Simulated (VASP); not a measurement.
```
CELL_PARAMETERS angstrom
      4.96319     0.00000     0.00000
     -2.48159     4.29824     0.00000
      0.00000     0.00000    14.49999
ATOMIC_POSITIONS crystal
  Pb 0.66667 0.33333 0.50000
  Se 0.33333 0.66667 0.50000
```

Method: r2SCAN meta-GGA, VASP's PBE PAW potentials (set 64) (plane waves; VASP). Numerical set-up: 400 eV cut-off, 7×7×1 Γ-centred mesh, tetrahedra with Blöchl corrections, potentials Pb_d Se.

The cell holds a wide vacuum, so values per volume refer to the whole cell. Unless said otherwise, spin-orbit coupling is left out, though it shifts the bands of the heavy elements here.

Question: Give the energies of bands 8 to 13 at the high-symmetry points, in eV from the valence-band maximum.

Answer: 
| band | Γ | M | K |
|---|---|---|---|
| 8 | -2.57 | -3.29 | -3.92 |
| 9 | -2.57 | -1.74 | -1.60 |
| 10 | -2.51 | -1.40 | 0.00 |
| 11 | 2.20 | 0.79 | 0.65 |
| 12 | 2.54 | 3.42 | 2.62 |
| 13 | 2.54 | 5.26 | 4.94 |

The gap is direct, 0.65 eV, from the valence maximum at K to the conduction minimum at K.

The cell is a sheet with vacuum, built from a generated structure.
